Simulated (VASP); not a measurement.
Output of a VASP run:

File OUTCAR:
```
 ion  position               nearest neighbor table
   1  0.232  0.232  0.232-   2 2.93   2 2.93   2 2.93   2 3.43   2 3.43   2 3.43
   2  0.768  0.768  0.768-   1 2.93   1 2.93   1 2.93   1 3.43   1 3.43   1 3.43
  LATTYP: Found a trigonal (rhomboedric) cell.
 ALAT       =     4.5859831320
 COS(alpha) =     0.5492809683
 Subroutine PRICEL returns:
 Original cell was already a primitive cell.
 Subroutine GETGRP returns: Found 12 space group operations
The static configuration has the point symmetry D_3d.
The dynamic configuration has the point symmetry D_3d.
 Subroutine INISYM returns: Found 12 space group operations
 Subroutine IBZKPT returns following result:
 Found     44 irreducible k-points:

 Following reciprocal coordinates:
            Coordinates               Weight
  0.000000  0.000000  0.000000      1.000000
  0.142857  0.000000  0.000000      6.000000
  0.285714  0.000000  0.000000      6.000000
  0.428571  0.000000  0.000000      6.000000
  0.142857  0.142857  0.000000      6.000000
  0.285714  0.142857 -0.000000     12.000000
  0.428571  0.142857  0.000000     12.000000
 -0.428571  0.142857 -0.000000     12.000000
 -0.285714  0.142857  0.000000     12.000000
 -0.142857  0.142857  0.000000      6.000000
  0.285714  0.285714  0.000000      6.000000
  0.428571  0.285714 -0.000000     12.000000
 -0.428571  0.285714  0.000000     12.000000
 -0.285714  0.285714  0.000000      6.000000
  0.428571  0.428571 -0.000000      6.000000
 -0.428571  0.428571  0.000000      6.000000
  0.142857  0.142857  0.142857      2.000000
  0.285714  0.142857  0.142857      6.000000
  0.428571  0.142857  0.142857      6.000000
 -0.428571  0.142857  0.142857      6.000000
 -0.285714  0.142857  0.142857      6.000000
 -0.142857  0.142857  0.142857      6.000000
  0.285714  0.285714  0.142857      6.000000
  0.428571  0.285714  0.142857     12.000000
 -0.428571  0.285714  0.142857     12.000000
 -0.285714  0.285714  0.142857     12.000000
 -0.142857  0.285714  0.142857     12.000000
  0.428571  0.428571  0.142857      6.000000
 -0.428571  0.428571  0.142857     12.000000
 -0.285714  0.428571  0.142857     12.000000
 -0.142857  0.428571  0.142857     12.000000
 -0.428571 -0.428571  0.142857      6.000000
 -0.285714 -0.428571  0.142857     12.000000
 -0.285714 -0.285714  0.142857      6.000000
  0.285714  0.285714  0.285714      2.000000
  0.428571  0.285714  0.285714      6.000000
 -0.428571  0.285714  0.285714      6.000000
 -0.285714  0.285714  0.285714      6.000000
  0.428571  0.428571  0.285714      6.000000
 -0.428571  0.428571  0.285714     12.000000
   k-points           NKPTS =     44   k-points in BZ     NKDIM =     44   number of bands    NBANDS=      9
   number of dos      NEDOS =    301   number of ions     NIONS =      2
   total plane-waves  NPLWV =  46656
   dimension x,y,z NGX =    36 NGY =   36 NGZ =   36
   dimension x,y,z NGXF=    72 NGYF=   72 NGZF=   72
   ions per type =               2
   PREC   = accura    normal or accurate (medium, high low for compatibility)
   ISTART =      0    job   : 0-new  1-cont  2-samecut
   ICHARG =      2    charge: 1-file 2-atom 10-const
   ISPIN  =      1    spin polarized calculation?
   LNONCOLLINEAR =      F non collinear calculations
   LSORBIT =      F    spin-orbit coupling
   INIWAV =      1    electr: 0-lowe 1-rand  2-diag
   ENCUT  =  500.0 eV  36.75 Ry    6.06 a.u.   8.36  8.36  8.36*2*pi/ulx,y,z
   NELM   =    100;   NELMIN=  2; NELMDL= -5     # of ELM steps
   EDIFF  = 0.1E-05   stopping-criterion for ELM
   LREAL  =      F    real-space projection
   NLSPLINE    = F    spline interpolate recip. space projectors
   LMAXMIX     =    4 max onsite mixed and CHGCAR
   VOSKOWN=      0    Vosko Wilk Nusair interpolation
   EDIFFG = -.2E-01   stopping-criterion for IOM
   NSW    =     40    number of steps for IOM
   NBLOCK =      1;   KBLOCK =     40    inner block; outer block
...
```

OSZICAR:
```
...
DAV:   8    -0.513147670879E+02   -0.12560E-04   -0.74964E-06   795   0.329E-02    0.970E-04
DAV:   9    -0.513147682953E+02   -0.12074E-05   -0.11376E-06   416   0.899E-03    0.550E-04
DAV:  10    -0.513147682019E+02    0.93449E-07   -0.46576E-08   396   0.215E-03
   5 F= -.49550874E+02 E0= -.49550489E+02  d E =-.286619E-01
       N       E                     dE             d eps       ncg     rms          rms(c)
DAV:   1    -0.513174570623E+02   -0.26888E-02   -0.91148E-03   831   0.589E-01    0.293E-02
DAV:   2    -0.513174822155E+02   -0.25153E-04   -0.28347E-04   845   0.147E-01    0.192E-02
DAV:   3    -0.513174791410E+02    0.30745E-05   -0.19247E-05   866   0.343E-02    0.506E-03
DAV:   4    -0.513174788789E+02    0.26213E-06   -0.28918E-06   782   0.122E-02
   6 F= -.49550957E+02 E0= -.49550617E+02  d E =-.287451E-01
       N       E                     dE             d eps       ncg     rms          rms(c)
DAV:   1    -0.513325771319E+02   -0.15098E-01   -0.76314E-02   827   0.164E+00    0.142E-01
DAV:   2    -0.513325000175E+02    0.77114E-04   -0.21691E-03   830   0.384E-01    0.865E-02
DAV:   3    -0.513324660299E+02    0.33988E-04   -0.62800E-04   845   0.197E-01    0.155E-02
DAV:   4    -0.513324987571E+02   -0.32727E-04   -0.81316E-05   835   0.761E-02    0.957E-03
DAV:   5    -0.513325013460E+02   -0.25889E-05   -0.26267E-05   805   0.449E-02    0.540E-03
DAV:   6    -0.513325057759E+02   -0.44299E-05   -0.67374E-06   796   0.259E-02    0.118E-03
DAV:   7    -0.513325059794E+02   -0.20342E-06   -0.13319E-06   570   0.138E-02
   7 F= -.49552205E+02 E0= -.49551850E+02  d E =-.124723E-02
       N       E                     dE             d eps       ncg     rms          rms(c)
DAV:   1    -0.513304926407E+02    0.20131E-02   -0.16972E-03   828   0.246E-01    0.216E-02
DAV:   2    -0.513304919919E+02    0.64884E-06   -0.46729E-05   824   0.563E-02    0.129E-02
DAV:   3    -0.513304933708E+02   -0.13790E-05   -0.12683E-05   842   0.269E-02    0.232E-03
DAV:   4    -0.513304943560E+02   -0.98521E-06   -0.16234E-06   503   0.106E-02
   8 F= -.49552245E+02 E0= -.49551893E+02  d E =-.128747E-02
       N       E                     dE             d eps       ncg     rms          rms(c)
DAV:   1    -0.513212898171E+02    0.92036E-02   -0.58486E-02   843   0.148E+00    0.128E-01
DAV:   2    -0.513210187423E+02    0.27107E-03   -0.17883E-03   846   0.343E-01    0.750E-02
DAV:   3    -0.513210242002E+02   -0.54580E-05   -0.73934E-04   892   0.195E-01    0.165E-02
DAV:   4    -0.513210254192E+02   -0.12190E-05   -0.78125E-05   832   0.744E-02    0.959E-03
DAV:   5    -0.513210415890E+02   -0.16170E-04   -0.40159E-05   800   0.563E-02    0.596E-03
DAV:   6    -0.513210479445E+02   -0.63555E-05   -0.69852E-06   796   0.279E-02    0.191E-03
DAV:   7    -0.513210484575E+02   -0.51296E-06   -0.14141E-06   606   0.160E-02
   9 F= -.49552938E+02 E0= -.49552549E+02  d E =-.692917E-03
       N       E                     dE             d eps       ncg     rms          rms(c)
DAV:   1    -0.513230597948E+02   -0.20119E-02   -0.21743E-03   842   0.285E-01    0.247E-02
DAV:   2    -0.513230488202E+02    0.10975E-04   -0.66509E-05   836   0.655E-02    0.146E-02
DAV:   3    -0.513230466075E+02    0.22127E-05   -0.26407E-05   901   0.350E-02    0.315E-03
DAV:   4    -0.513230460762E+02    0.53127E-06   -0.28648E-06   782   0.151E-02
  10 F= -.49552978E+02 E0= -.49552581E+02  d E =-.733028E-03
```

**OUTCAR**
```
------------------------ aborting loop because EDIFF is reached ----------------------------------------
  FORCE on cell =-STRESS in cart. coord.  units (eV):
  Direction    XX          YY          ZZ          XY          YZ          ZX
  --------------------------------------------------------------------------------------
  Total        1.7631705      1.7681926      1.7676423      0.0000000      0.0000000     -0.0016639
  in kB       49.8051557     49.9470187     49.9314735      0.0000000      0.0000000     -0.0470008
  external PRESSURE =      -0.1054507 kB  Pullay stress =      50.0000000 kB
  volume of cell :       56.72
      direct lattice vectors                 reciprocal lattice vectors
     3.799679664 -2.134262346 -0.039604788     0.130555608 -0.234272980 -0.099243370
     3.799679664  2.134262346 -0.039604788     0.130555608  0.234272980 -0.099243370
     2.637450308  0.000000000  3.469591245     0.002980540  0.000000000  0.285952697
 POSITION                                       TOTAL-FORCE (eV/Angst)
 -----------------------------------------------------------------------------------
      2.42587      0.00000      0.80344         0.013662      0.000000      0.004525
      7.81094      0.00000      2.58695        -0.013662     -0.000000     -0.004525
 -----------------------------------------------------------------------------------
    total drift:                                0.000000      0.000000      0.000000
  FREE ENERGIE OF THE ION-ELECTRON SYSTEM (eV)
  ---------------------------------------------------
  free  energy   TOTEN  =       -51.3230460762 eV

  energy  without entropy=      -51.3222523960  energy(sigma->0) =      -51.32264924
  enthalpy is  TOTEN    =       -49.5529778469 eV   P V=        1.7700682293

 reached required accuracy - stopping structural energy minimisation
```
(Selected blocks of OUTCAR.)

### POSCAR
```
Sb
1
    4.0362718318    -2.1770597306     0.0127246318
    4.0362718318     2.1770597306     0.0127246318
    2.8507370223     0.0000000000     3.5922886790
Sb
2
Direct
  0.2317882386   0.2317882386   0.2317882386
  0.7682117614   0.7682117614   0.7682117614
```

Task: Reconstruct the remaining input files.

Result: This is not unique; one that fits is the input of the run itself, r2SCAN meta-GGA, plane waves, VASP's PBE PAW potentials (set 64).

KPOINTS:
```
Automatic mesh
0
Gamma
7 7 7
0 0 0
```

### INCAR
```
! general
SYSTEM   =  Sb
PREC     =  Accurate
ENCUT    =  500
LREAL    =  F
LASPH    =  T

! electronic loop
EDIFF    =  1E-6
NELM     =  100
ALGO     =  Normal
LMAXMIX  =  4
LMIXTAU  =  T

! smearing
ISMEAR   =  0
SIGMA    =  0.05

! functional
METAGGA  =  R2SCAN

! ions
IBRION   =  2
NSW      =  40
ISIF     =  3
EDIFFG   =  -0.02
PSTRESS  =  50

! output
LWAVE    =  F
LCHARG   =  F
```

POTCAR, in this order: Sb (PBE.64 set). Program: vasp_std.

Energy and stress use the plane-wave basis of the starting cell.

The compound is Sb in the a7 structure. This run relaxes it under an external pressure of 5 GPa. Symmetry was kept, so distortions that lower it aren't found.
